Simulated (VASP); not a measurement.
Mg2CdO3:

```
Mg Cd O
1.0
     2.69099   -4.60159    0.05591
     2.73473    4.62690    0.03425
    -1.73175   -0.02031    5.21836
Mg Cd O
4 2 6
Direct
  0.95906 0.98088 0.47563
  0.32343 0.66439 0.50954
  0.67119 0.37363 0.53050
  0.53504 0.49827 0.98581
  0.77834 0.12459 0.00308
  0.21693 0.84765 0.00399
  0.40971 0.10401 0.70947
  0.90583 0.61009 0.26196
  0.11983 0.38297 0.71670
  0.61240 0.93075 0.28358
  0.70792 0.67947 0.72314
  0.28686 0.29682 0.26541
```

The cell was built by a generator and needn't be a form met in nature.

```yaml
Program: VASP 6.6.1
Task: relaxation of cell and atoms
Functional: PBE
Potentials_or_basis: VASP PAW PBE potentials, release 64 (Mg, Cd, O)
Cutoff: 520 eV
k_mesh: 4 × 4 × 4
Occupations: gaussian, width 0.05 eV
Spin: no spin polarisation
```

At the start: pressure 8.6 GPa; volume 10.95 Å³/atom.

Question: How do energy, volume and symmetry change on relaxing?

Answer: Over 16 steps the energy falls by 220.6 meV/atom and the volume is 11.02 Å³/atom (+0.7 %); space group C2/m (No. 12, to 0.05 Å).

Step by step:
```tsv
step	energy change (eV)	largest force (eV/Å)	pressure (GPa)	volume (Å³)
1	0.0000	5.5176	8.56	131.36
2	-2.0204	0.9526	-8.43	142.76
3	-2.0351	1.1983	-7.10	140.97
4	-2.4927	0.7287	0.80	132.14
5	-2.5003	0.7705	2.13	130.91
6	-2.5938	0.3057	0.59	132.02
7	-2.6070	0.3201	-0.15	132.63
8	-2.6247	0.2358	-0.14	132.54
9	-2.6323	0.2121	-0.10	132.43
10	-2.6397	0.1428	0.13	132.22
11	-2.6426	0.0872	0.34	132.02
12	-2.6453	0.0481	-0.46	132.65
13	-2.6453	0.0475	-0.32	132.58
14	-2.6466	0.0384	0.11	132.18
15	-2.6466	0.0372	0.06	132.20
16	-2.6469	0.0143	0.02	132.24
```

Final structure:
```yaml
crystal:
  lattice:
    - [2.72716, -4.71187, 0.00089]
    - [2.72480, 4.71156, -0.00086]
    - [-1.82573, 0.00076, 5.14778]
  atoms:
    - { symbol: Mg, position: [0.00212, 0.99924, 0.49797] }
    - { symbol: Mg, position: [0.33723, 0.66491, 0.49772] }
    - { symbol: Mg, position: [0.66748, 0.33399, 0.49704] }
    - { symbol: Mg, position: [0.50170, 0.49922, 0.99707] }
    - { symbol: Cd, position: [0.83441, 0.16683, 0.99769] }
    - { symbol: Cd, position: [0.16943, 0.83177, 0.99762] }
    - { symbol: O, position: [0.41022, 0.09184, 0.72120] }
    - { symbol: O, position: [0.90903, 0.59145, 0.27318] }
    - { symbol: O, position: [0.09554, 0.40761, 0.72170] }
    - { symbol: O, position: [0.59432, 0.90711, 0.27349] }
    - { symbol: O, position: [0.72562, 0.72272, 0.73503] }
    - { symbol: O, position: [0.27946, 0.27686, 0.25911] }
```
